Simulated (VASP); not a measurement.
# LiTcO3 (Pm-3m) in VASP: further runs, part 2 of 2

VASP 6.6.1.

## Step 3: Single point, LDA

Input file INCAR:

```
SYSTEM = LiTcO3
ALGO = Fast
EDIFF = 1E-7
ENCUT = 520
ISIF = 2
ISMEAR = 1
LASPH = .TRUE.
LCHARG = .TRUE.
LELF = .TRUE.
LREAL = .FALSE.
LVHAR = .TRUE.
LWAVE = .FALSE.
NBANDS = 25
NELM = 100
PREC = Accurate
SIGMA = 0.05
```

Input file KPOINTS:

```
k-points
0
G
  3 3 3
  0 0 0
```

Input file POSCAR:

```
LiTcO3
1.0
    3.8539000000      0.0000000000      0.0000000000
    0.0000000000      3.8539000000      0.0000000000
    0.0000000000      0.0000000000      3.8539000000
Li Tc O
1 1 3
Direct
    0.0000000000      0.0000000000      0.0000000000
    0.5000000000      0.5000000000      0.5000000000
    0.5000000000      0.5000000000      0.0000000000
    0.5000000000      0.0000000000      0.5000000000
    0.0000000000      0.5000000000      0.5000000000
```

Potentials or basis: VASP PAW LDA potentials, release 64 (Li_sv, Tc_pv, O).

Command:

```sh
> cat potpaw_LDA.64/Li_sv/POTCAR potpaw_LDA.64/Tc_pv/POTCAR potpaw_LDA.64/O/POTCAR > POTCAR
> mpirun -np 1 vasp_std > vasp.out
```

OUTCAR:

```text
SYSTEM = LiTcO3
   EDIFF = 1E-7
   ENCUT = 520
   ISIF = 2
   ISMEAR = 1
   LASPH = .TRUE.
   LREAL = .FALSE.
   NELM = 100
   PREC = Accurate

 ion  position               nearest neighbor table
   1  0.000  0.000  0.000-
   2  0.500  0.500  0.500-   3 1.93   4 1.93   5 1.93   3 1.93   4 1.93   5 1.93
   3  0.500  0.500  0.000-   2 1.93   2 1.93
   4  0.500  0.000  0.500-   2 1.93   2 1.93
   5  0.000  0.500  0.500-   2 1.93   2 1.93

  LATTYP: Found a simple cubic cell.
 ALAT       =     3.8539000000

  Lattice vectors:

 A1 = (   3.8539000000,   0.0000000000,   0.0000000000)
 A2 = (   0.0000000000,   3.8539000000,   0.0000000000)
 A3 = (   0.0000000000,   0.0000000000,   3.8539000000)

Analysis of symmetry for initial positions (statically):
=====================================================================
 Subroutine PRICEL returns:
 Original cell was already a primitive cell.

 Routine SETGRP: Setting up the symmetry group for a
 simple cubic supercell.

 Subroutine GETGRP returns: Found 48 space group operations
 (whereof 48 operations were pure point group operations)
 out of a pool of 48 trial point group operations.

The static configuration has the point symmetry O_h .

Analysis of symmetry for dynamics (positions and initial velocities):
=====================================================================
 Subroutine PRICEL returns:
 Original cell was already a primitive cell.

 Routine SETGRP: Setting up the symmetry group for a
 simple cubic supercell.

 Subroutine GETGRP returns: Found 48 space group operations
 (whereof 48 operations were pure point group operations)
 out of a pool of 48 trial point group operations.

The dynamic configuration has the point symmetry O_h .

 Subroutine INISYM returns: Found 48 space group operations
 (whereof 48 operations are pure point group operations),
 and found     1 'primitive' translations

----------------------------------------------------------------------------------------

                                     Primitive cell

  volume of cell :      57.2402

  direct lattice vectors                    reciprocal lattice vectors
     3.853900000  0.000000000  0.000000000     0.259477412  0.000000000  0.000000000
     0.000000000  3.853900000  0.000000000     0.000000000  0.259477412  0.000000000
     0.000000000  0.000000000  3.853900000     0.000000000  0.000000000  0.259477412

  length of vectors
     3.853900000  3.853900000  3.853900000     0.259477412  0.259477412  0.259477412

  position of ions in fractional coordinates (direct lattice)
     0.000000000  0.000000000  0.000000000
     0.500000000  0.500000000  0.500000000
     0.500000000  0.500000000  0.000000000
     0.500000000  0.000000000  0.500000000
     0.000000000  0.500000000  0.500000000

  ion indices of the primitive-cell ions
   primitive index   ion index
                 1           1
                 2           2
                 3           3
                 4           4
                 5           5

----------------------------------------------------------------------------------------

 KPOINTS: k-points

Automatic generation of k-mesh.
 Grid dimensions read from file:
 generate k-points for:    3    3    3

 Generating k-lattice:

  Cartesian coordinates                     Fractional coordinates (reciprocal lattice)
     0.086492471  0.000000000  0.000000000     0.333333333  0.000000000  0.000000000
     0.000000000  0.086492471  0.000000000     0.000000000  0.333333333  0.000000000
     0.000000000  0.000000000  0.086492471     0.000000000  0.000000000  0.333333333

  Length of vectors
     0.086492471  0.086492471  0.086492471

  Shift w.r.t. Gamma in fractional coordinates (k-lattice)
     0.000000000  0.000000000  0.000000000

 Subroutine IBZKPT returns following result:
 ===========================================

 Found      4 irreducible k-points:

 Following reciprocal coordinates:
            Coordinates               Weight
  0.000000  0.000000  0.000000      1.000000
  0.333333  0.000000  0.000000      6.000000
  0.333333  0.333333  0.000000     12.000000
  0.333333  0.333333  0.333333      8.000000
   k-points           NKPTS =      4   k-points in BZ     NKDIM =      4   number of bands    NBANDS=     25
   number of dos      NEDOS =    301   number of ions     NIONS =      5
   total plane-waves  NPLWV =  27000
   dimension x,y,z NGX =    30 NGY =   30 NGZ =   30
   dimension x,y,z NGXF=    60 NGYF=   60 NGZF=   60
   ions per type =               1   1   3
   NGX,Y,Z   is equivalent  to a cutoff of  12.94, 12.94, 12.94 a.u.
   NGXF,Y,Z  is equivalent  to a cutoff of  25.88, 25.88, 25.88 a.u.
 SYSTEM =  LiTcO3
   PREC   = accura    normal or accurate (medium, high low for compatibility)
   ISTART =      0    job   : 0-new  1-cont  2-samecut
   ICHARG =      2    charge: 1-file 2-atom 10-const
   ISPIN  =      1    spin polarized calculation?
   LNONCOLLINEAR =      F non collinear calculations
   LSORBIT =      F    spin-orbit coupling
   LASPH  =      T    aspherical Exc in radial PAW
   ENCUT  =  520.0 eV  38.22 Ry    6.18 a.u.   7.17  7.17  7.17*2*pi/ulx,y,z
   NELM   =    100;   NELMIN=  2; NELMDL= -5     # of ELM steps
   EDIFF  = 0.1E-06   stopping-criterion for ELM
   LREAL  =      F    real-space projection
   EDIFFG = 0.1E-05   stopping-criterion for IOM
   NSW    =      0    number of steps for IOM
   IBRION =     -1    ionic relax: 0-MD 1-quasi-New 2-CG
   NFREE  =      0    steps in history (QN), initial steepest desc. (CG)
   ISIF   =      2    stress and relaxation
   ISYM   =      2    0-nonsym 1-usesym 2-fastsym
   POTIM  = 0.5000    time-step for ionic-motion
   TEBEG  =    0.0;   TEEND  =   0.0 temperature during run
   PSTRESS=    0.0 pullay stress
   NELECT =      34.0000    total number of electrons
   NUPDOWN=      -1.0000    fix difference up-down
   EMIN   =  10.00;   EMAX   =-10.00  energy-range for DOS
   EFERMI =   0.00;   METHOD = LEGACY
   ISMEAR =     1;   SIGMA  =   0.05  broadening in eV -4-tet -1-fermi 0-gaus
   EFERMI_NEDOS =   21; number of points for ismear=-14 and -15
   IALGO  =     68    algorithm
   IMIX   =      4    mixing-type and parameters
     AMIX     =   0.40;   BMIX     =  1.00
     AMIX_MAG =   1.60;   BMIX_MAG =  1.00
  volume/ion in A,a.u.               =      11.45        77.26
  Fermi-wavevector in a.u.,A,eV,Ry     =   1.376155  2.600556 25.766750  1.893803
  Thomas-Fermi vector in A             =   2.501426
   LORBIT       =      0    0 simple, 1 ext, 2 COOP (PROOUT), +10 PAW based schemes
   GGA     = CA    functional components
   LHFCALC =     F    Hartree Fock is set to
   AEXX    =    0.0000 exact exchange contribution
   IVDW    =     0    specifies the selected vdW correction
   LEPSILON=     F    determine dielectric tensor
   LRPA    =     F    only Hartree local field effects (RPA)
 non-spin polarized calculation
 RMM-DIIS sequential band-by-band and
 Methfessel and Paxton  Order N= 1 SIGMA  =   0.05
  energy-cutoff  :      520.00
  volume of cell :       57.24
 maximum number of plane-waves:      1562
 NGX is ok and might be reduce to    30
   NGX = 15   NGY = 15   NGZ = 15

 number of electron      34.0000023 magnetization

 Free energy of the ion-electron system (eV)
  ---------------------------------------------------
  ext. energy  EPLUGINS =         0.00000000
  ---------------------------------------------------
  free energy    TOTEN  =       -38.37974916 eV

  energy without entropy =      -38.37794928  energy(sigma->0) =      -38.37914920

 E-fermi :   5.0479     XC(G=0): -10.7851

 val. band max:        5.0464086795   @ k =   0.3333   0.0000   0.0000
 cond. band min:       5.1109431427   @ k =   0.3333   0.3333   0.0000
 fundamental gap:      0.0645344631
 Fermi energy:         5.0479140867

 k-point     1 :       0.0000    0.0000    0.0000
  band No.  band energies     occupation
      1     -41.1045      2.00000
      2     -36.1816      2.00000
      3     -36.1816      2.00000
      4     -36.1816      2.00000
      5     -14.6169      2.00000
      6     -13.7713      2.00000
[... 101 lines left out ...]
     24      12.9096      0.00000
     25      12.9096      0.00000

------------------------ aborting loop because EDIFF is reached ----------------------------------------

  FORCE on cell =-STRESS in cart. coord.  units (eV):
  Direction    XX          YY          ZZ          XY          YZ          ZX
  --------------------------------------------------------------------------------------
  -------------------------------------------------------------------------------------
  Total       -4.1707042     -4.1707042     -4.1707042      0.0000000     -0.0000000      0.0000000
  in kB     -116.7397212   -116.7397212   -116.7397212      0.0000000     -0.0000000      0.0000000
  external PRESSURE =    -116.7397212 kB  Pullay stress =       0.0000000 kB

 VOLUME and BASIS-vectors are now :
 -----------------------------------------------------------------------------
  energy-cutoff  :      520.00
  volume of cell :       57.24
      direct lattice vectors                 reciprocal lattice vectors
     3.853900000  0.000000000  0.000000000     0.259477412  0.000000000  0.000000000
     0.000000000  3.853900000  0.000000000     0.000000000  0.259477412  0.000000000
     0.000000000  0.000000000  3.853900000     0.000000000  0.000000000  0.259477412

 POSITION                                       TOTAL-FORCE (eV/Angst)
 -----------------------------------------------------------------------------------
      0.00000      0.00000      0.00000         0.000000      0.000000      0.000000
      1.92695      1.92695      1.92695         0.000000      0.000000      0.000000
      1.92695      1.92695      0.00000         0.000000      0.000000      0.000000
      1.92695      0.00000      1.92695         0.000000      0.000000      0.000000
      0.00000      1.92695      1.92695         0.000000      0.000000      0.000000
 -----------------------------------------------------------------------------------
    total drift:                                0.000000      0.000000     -0.000000

  FREE ENERGIE OF THE ION-ELECTRON SYSTEM (eV)
  ---------------------------------------------------
  free  energy   TOTEN  =       -38.3797491554 eV

  energy  without entropy=      -38.3779492828  energy(sigma->0) =      -38.37914920
```

stdout:

```text
POSCAR found type information on POSCAR LiTcO
 POSCAR found :  3 types and       5 ions
 scaLAPACK will be used
 LDA part: xc-table for (Slater(with rela. corr.)+CA(PZ))
 , standard interpolation
 POSCAR, INCAR and KPOINTS ok, starting setup
 FFT: planning ... GRIDC
 FFT: planning ... GRID_SOFT
 FFT: planning ... GRID
 WAVECAR not read
 entering main loop
WARNING in EDDRMM: call to ZHEGV failed, returncode =   8  4     12
 num prob RMM:  16    -0.383797456339E+02   -0.39996E-05   -0.25480E-05   275   0.165E-02    0.445E-04
 num prob  num prob  num prob RMM:  17    -0.383797475171E+02   -0.18832E-05   -0.11902E-05   233   0.108E-02    0.295E-04
 num prob  num prob  num prob RMM:  18    -0.383797484181E+02   -0.90102E-06   -0.56840E-06   209   0.748E-03    0.149E-04
 num prob  num prob  num prob RMM:  19    -0.383797488473E+02   -0.42922E-06   -0.27192E-06   209   0.524E-03    0.229E-04
 num prob  num prob WARNING in EDDRMM: call to ZHEGV failed, returncode =   8  4     16
 num prob  num prob  num prob  num prob RMM:  21    -0.383797491554E+02   -0.98699E-07   -0.65843E-07   166   0.275E-03
```

Wall time 7.3 s (1 thread of AMD EPYC 9R45 (Zen 5), shared host); peak memory 0.11 GiB.

Results:

| Item | Value |
| --- | --- |
| Free energy | -38.3797 eV |
| Band gap on the k mesh | none (metal or under the smearing width) |

Levels at points of the mesh, in eV from the Fermi level:
```
           k point  band 15  band 16  band 17  band 18  band 19  band 20  band 21  band 22
(0.00, 0.00, 0.00)    -2.97    -2.97    -2.58    -2.58    -2.58     0.89     0.89     2.91
```

Caveat: the k mesh is coarse (spacing up to 0.54 Å⁻¹), so the values aren't converged; the cutoff is under 1.25 times the usual one of these potentials, so pressure, stress and relaxed cells hold a basis-set (Pulay) error.
